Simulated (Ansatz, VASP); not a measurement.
# Cross-check of GaSb between VASP and Ansatz

Wanted: the spread between two codes on one cell, functional and k mesh. The cell is taken from a series of runs on this material, whose earlier steps may have relaxed, scaled, displaced or heated it; both programs get it as it stands.

Program: Ansatz 0.2.0. Level of theory: plane waves, with VASP 6.6.1 beside it; zone-centre phonons at PBE. Results are calculated unless marked as measured.

### 1. The starting structure

The structure is cubic, space group F-43m (No. 216). Conventional cell: a = 6.217 Å, b = 6.217 Å, c = 6.217 Å, α = 90.00°, β = 90.00°, γ = 90.00°. Ga has 4 Sb at 2.69 Å nearest. Nearest to Sb lie 4 Ga at 2.69 Å. Farther neighbours are not listed.

Coordinates:

```cif
data_structure
_symmetry_space_group_name_H-M 'P 1'
_symmetry_Int_Tables_number 1
_cell_length_a 4.3962
_cell_length_b 4.3962
_cell_length_c 4.3962
_cell_angle_alpha 60.000
_cell_angle_beta 60.000
_cell_angle_gamma 60.000
_cell_volume 60.08
loop_
_atom_site_label
_atom_site_type_symbol
_atom_site_fract_x
_atom_site_fract_y
_atom_site_fract_z
_atom_site_occupancy
Ga1 Ga 0.00000 0.00000 0.00000 1
Sb2 Sb 0.25000 0.25000 0.25000 1
```

### 2. Ansatz: zone-centre phonons, PBE

Ansatz runs on its PAW soft_1 files.

Second derivatives magnify differences that forces hide, and they need a tight electronic threshold.

Input file input.yaml:

```yaml
crystal:
  lattice:
    - [0.0, 3.1085937247, 3.1085937247]
    - [3.1085937247, 0.0, 3.1085937247]
    - [3.1085937247, 3.1085937247, 0.0]
  atoms:
    - { symbol: Ga, position: [0.0, 0.0, 0.0] }
    - { symbol: Sb, position: [0.25, 0.25, 0.25] }
kpoints:
  mp_grid: { grid: [16, 16, 16] }
hamiltonian:
  xc: pbe
  pseudopotentials: { kind: paw, azcp: { folder: soft_1 } }
scf:
  occupations: { method: fermi_dirac, width: 0.1 }
output:
  eigenvalues: true
phonons:
  method: dfpt
  qpoints:
    - [0, 0, 0]
    - [-0.0625, -0.0625, 0.0]
    - [-0.1875, -0.1875, 0.0]
    - [-0.3125, -0.3125, 0.0]
    - [-0.4375, -0.4375, 0.0]
```

On the command line:

```bash
$ ansatz run input.yaml --threads 4 --pin off --max-ram 12288MiB --backend cpu --events-out ev --progress --plain --runs-dir out
```

Numbers of over 12 decimals in the logs are rounded to 6 here.

Output:

```text
Engine: ansatz 0.2.0, aarch64-unknown-linux-gnu
Pseudopotentials: kind: paw
Pseudopotential: Ga, paw, valence charge 13, recommended cutoff 420 eV (normal), soft_1/Ga.paw.azcp
Pseudopotential: Sb, paw, valence charge 15, recommended cutoff 420 eV (normal), soft_1/Sb.paw.azcp
Functional definition: PBE
  parameter kappa = 0.804
  parameter beta = 0.066725
  exchange = pbe_x(kappa = kappa, mu = beta*pi^2/3)
  correlation = pbe_c(beta = beta)
Crystal: 2 atoms, lattice volume = 60.079 Å³
Basis set: ecut = 420 eV, 1211 PW (Γ), exchange–correlation on 60×60×60 points (8 copies of the dense FFT grid, shifted against one another)
Bands: 18, of which v1, the nominal top of the filled ones, is band 14 counted from 1 (13 counted from 0)
Symmetry: 24 space group operations
k-points: 145 of 4096 (time reversal used)
Non-local potential: Ga, projectors of the file, l = 0: 2, l = 1: 2, l = 2: 3, l = 3: 1
Non-local potential: Sb, projectors of the file, l = 0: 2, l = 1: 2, l = 2: 2, l = 3: 1
PAW form: soft (Blöchl's): semilocal exchange-correlation on the pseudo side does not see the compensation charge
PAW one-centre angular grid: Ga, 590 points (default); XC on 64 Gauss nodes
PAW one-centre angular grid: Sb, 590 points (default); XC on 64 Gauss nodes
Initial density: superposition of atomic densities (chi_scale 0.1, normalization cell, long waves kept (reshape's long-wave potential 0.00 eV rms))
Initial wavefunctions: pseudopotential atomic-orbital guess
Functional: x = pbe(κ = 0.804, μ = 0.219515), c = pbe(β = 0.066725)
SCF iter   1: F=—  HF=-10267.980543 eV  |F-HF|=—  |Δ(HF+E_count)|=         —  Δρ=3.06e-2  dr2=3.92e-1  ethr=3.10e-3  ⟨swp⟩=6.0  Hψ=13779  notcnv=0
preconditioner: auto → none  [insulator: Δε(μ)=0.271 eV  Ē_g=14.577 eV  σ=0.100 eV  W_gap=0.59  n_scr=14 (ndim 8)  ℏωp=20.3 eV  f_vac=0.014  D(μ)=0.04/eV (n_scr^D=0)  ε∞_Penn≈2.9]
SCF iter   2: F=—  HF=-10267.934698 eV  |F-HF|=—  |Δ(HF+E_count)|=   4.58e-2  Δρ=1.40e-2  dr2=7.13e-2  ethr=1.40e-3  ⟨swp⟩=2.0  Hψ=4332  notcnv=0
SCF iter   3: F=—  HF=-10267.941000 eV  |F-HF|=—  |Δ(HF+E_count)|=   6.30e-3  Δρ=5.78e-3  dr2=1.98e-2  ethr=2.55e-4  ⟨swp⟩=2.0  Hψ=4495  notcnv=0
SCF iter   4: F=—  HF=-10267.931624 eV  |F-HF|=—  |Δ(HF+E_count)|=   9.38e-3  Δρ=7.94e-4  dr2=1.83e-4  ethr=7.07e-5  ⟨swp⟩=2.0  Hψ=4489  notcnv=0
SCF iter   5: F=—  HF=-10267.931693 eV  |F-HF|=—  |Δ(HF+E_count)|=   6.86e-5  Δρ=3.45e-4  dr2=2.74e-5  ethr=6.52e-7  ⟨swp⟩=2.4  Hψ=4627  notcnv=0
SCF iter   6: F=—  HF=-10267.931708 eV  |F-HF|=—  |Δ(HF+E_count)|=   1.49e-5  Δρ=4.16e-5  dr2=7.47e-7  ethr=9.77e-8  ⟨swp⟩=2.0  Hψ=4652  notcnv=0
SCF iter   7: F=—  HF=-10267.931706 eV  |F-HF|=—  |Δ(HF+E_count)|=   1.62e-6  Δρ=8.05e-6  dr2=3.67e-8  ethr=2.67e-9  ⟨swp⟩=2.0  Hψ=4652  notcnv=0
SCF iter   8: F=—  HF=-10267.931706 eV  |F-HF|=—  |Δ(HF+E_count)|=   8.91e-8  Δρ=1.39e-6  dr2=1.12e-9  ethr=1.31e-10  ⟨swp⟩=3.0  Hψ=4593  notcnv=0
SCF iter   9: F=—  HF=-10267.931706 eV  |F-HF|=—  |Δ(HF+E_count)|=  9.99e-10  Δρ=3.10e-7  dr2=3.00e-11  ethr=3.99e-12  ⟨swp⟩=2.0  Hψ=4667  notcnv=0
SCF iter  10: F=-10267.931706 eV  HF=-10267.931706 eV  |F-HF|=1.82e-12  |Δ(HF+E_count)|=  2.00e-11  Δρ=3.29e-8  dr2=7.13e-13  ethr=1.00e-12  ⟨swp⟩=6.1  Hψ=11912  notcnv=0
SCF 1 converged in 10 iterations: F = -10267.931706 eV  dr2 = 7.13e-13
  greatest PAW one-centre occupation: 0.995 electrons in one spin orbital (limit 2), on the Sb atom at site 1 (counted from 0), in its partial waves of l = 2
NSCF: frozen V_eff on 145 k-points
NSCF: frozen V_eff on 349 k-points
DFPT response loops at q = (0, 0, 0) (fractional): preconditioner auto → Kerker (q_TF=auto, 2.402 Å⁻¹) (partly filled bands, converged f_vac=0.095); β = 1.00, the filter's whole step (`scf.mixing.beta` (0.50) is not read by the response loops under this deck's `scf.mixing.preconditioner`; to damp them name `kerker` or `kerker_dos`, under which they read `scf.mixing.beta`, and type it under 1.00, their step now; both keys bind the ground state too); Broyden in place of MSR1
NSCF: frozen V_eff on 2320 k-points
DFPT response loops at q = (-0.0625, -0.0625, 0) (fractional): mixed as the last ones told, above
NSCF: frozen V_eff on 2320 k-points
DFPT response loops at q = (-0.1875, -0.1875, 0) (fractional): mixed as the last ones told, above
NSCF: frozen V_eff on 2320 k-points
DFPT response loops at q = (-0.3125, -0.3125, 0) (fractional): mixed as the last ones told, above
NSCF: frozen V_eff on 2320 k-points
DFPT response loops at q = (-0.4375, -0.4375, 0) (fractional): mixed as the last ones told, above
SCF converged after 10 iterations
Free energy (F): -10267.931706 eV
Harris-Foulkes:  -10267.931706 eV  (|F-HF|=1.82e-12)
Internal energy: -10267.930093 eV  (E = F + TS)
E sigma→0 (E₀):  -10267.930900 eV
Entropy (-TS):   -0.001613 eV (-0.806 meV/atom)
Fermi energy:    7.380203 eV
--- Per-component energies (eV) ---
  E_band       = -272.331880
  E_kinetic    = 273.980962
  E_local      = -3442.763177  (includes V_loc(G=0)·N_el)
  E_nonlocal   = 296.762344
  E_hartree    = 1754.852343
  E_xc         = -160.965055
  E_vxc        = -145.194467  (∫ρ·V_xc dr)
  E_paw        = -6535.665649  (= ΣΔE_a)
  E_vpaw       = -764.822161  (= ΣTr[D̂ρ^β])
  E_aug_tail   = -0.000085  (compensation charges beyond the density's cutoff)
  E_ewald      = -2454.131778
  E_smearing   = -0.001613  (= −TS)
  E_closure    = -0.000000  (closes the sum)
  Σ components = -10267.931706   (vs F -10267.931706, Δ=0.00e0)
--- Band table (eV; the first three rows and the last of 145) ---
  k-point 0: bands = [... 10 lower, -3.9476, 6.9070, 7.2037, 7.2037, 7.2037, 10.0032, 10.0032, 10.0032]
  k-point 1: bands = [... 10 lower, -3.9097, 6.1281, 7.1381, 7.1381, 7.7682, 10.0949, 10.0949, 10.1162]
  k-point 2: bands = [... 10 lower, -3.7971, 5.1525, 6.9716, 6.9716, 8.0686, 10.3270, 10.3270, 10.5557]
  k-point 144: bands = [... 10 lower, -1.6547, 0.7393, 4.0785, 4.2935, 10.7141, 11.5115, 11.5191, 11.9819]
--- Phonons (Γ-DFPT): 2 representative perturbations + reference (Σ response iterations 6) ---
  ASR residual: 2.435e-5 → 0.000e0 eV/Å²; symmetrization residual: 2.126e-6 eV/Å²
  ASR residual per site (eV/Å²): 1.66e-5 2.44e-5
  Γ frequencies (cm⁻¹): 0.00 0.00 0.00 208.81 208.81 208.81
  non-analytic LO–TO correction: not included (Born effective charges unavailable; polar crystals: no LO–TO splitting at Γ)
--- Phonons (arbitrary-q DFPT): 5 explicit q-points ---
  q = [0, 0, 0] (of the zone-centre solve; hermiticity 5.98e-7, symmetrization 4.86e-12): -0.00 0.00 0.00 208.81 208.81 208.81
  q = [-0.0625, -0.0625, 0] (4 solved perturbations in 3616 linear systems a pass and spin channel, the states on 1160 of 4096 k-point pairs; hermiticity 5.67e-7, symmetrization 2.64e-11): 17.02 17.02 24.67 207.34 207.34 214.93
  q = [-0.1875, -0.1875, 0] (4 solved perturbations in 3616 linear systems a pass and spin channel, the states on 1160 of 4096 k-point pairs; hermiticity 1.18e-6, symmetrization 4.23e-11): 42.19 42.19 72.51 198.81 198.81 214.94
  q = [-0.3125, -0.3125, 0] (4 solved perturbations in 3616 linear systems a pass and spin channel, the states on 1160 of 4096 k-point pairs; hermiticity 2.57e-6, symmetrization 8.90e-12): 52.25 52.25 114.49 192.96 192.96 207.83
  q = [-0.4375, -0.4375, 0] (4 solved perturbations in 3616 linear systems a pass and spin channel, the states on 1160 of 4096 k-point pairs; hermiticity 1.19e-6, symmetrization 3.34e-11): 53.35 53.35 143.45 191.56 191.56 197.35
  sum rule: each row above includes the acoustic sum rule's correction from the zone centre's row sums; it moved no ω² by more than (0.25 cm⁻¹)²
```

[end of part 1 of 2]

[Lines on the potential files, build, host, timing and source positions are cut from VASP's logs without a mark.]

[Logs are printed without paths, hosts, clocks, repeated set-up lines and the standing remarks that a program may print on its own settings, such as how far it seeks lower states.]

[Hosts, paths, dates, database ids (printed as entryN), source tags and the programs' standing remarks are cut or masked in the printed files.]
